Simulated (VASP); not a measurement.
Consider the following.

```yaml
crystal:
  lattice:
    - [0.00000, 2.35316, 2.35316]
    - [2.35316, 0.00000, 2.35316]
    - [2.35316, 2.35316, 0.00000]
  atoms:
    - { symbol: Zr, position: [0.00000, 0.00000, 0.00000] }
    - { symbol: C, position: [0.50000, 0.50000, 0.50000] }
```

Level of theory: r2SCAN+rVV10, VASP's PBE PAW potentials (set 64) (plane waves; VASP). Run with 520 eV cut-off, 15×15×15 Γ-centred mesh, tetrahedra with Blöchl corrections, potentials Zr_sv C.

Task: Give the energies of bands 6 to 11 at the high-symmetry points, in eV from the Fermi level.

Result: 
```csv
band,Γ,X,U,L,W
6,0.88,-2.27,-3.18,-5.52,-2.83
7,0.88,-1.68,-2.46,-3.14,-2.48
8,0.88,-0.04,-1.74,-3.14,-2.48
9,1.26,-0.04,1.64,4.75,3.49
10,1.26,4.57,5.14,4.75,3.49
11,1.26,5.92,5.68,5.65,5.93
```

It has no gap at this level: it comes out as a metal or semimetal.

The compound is ZrC in the rock salt structure. It was relaxed first.
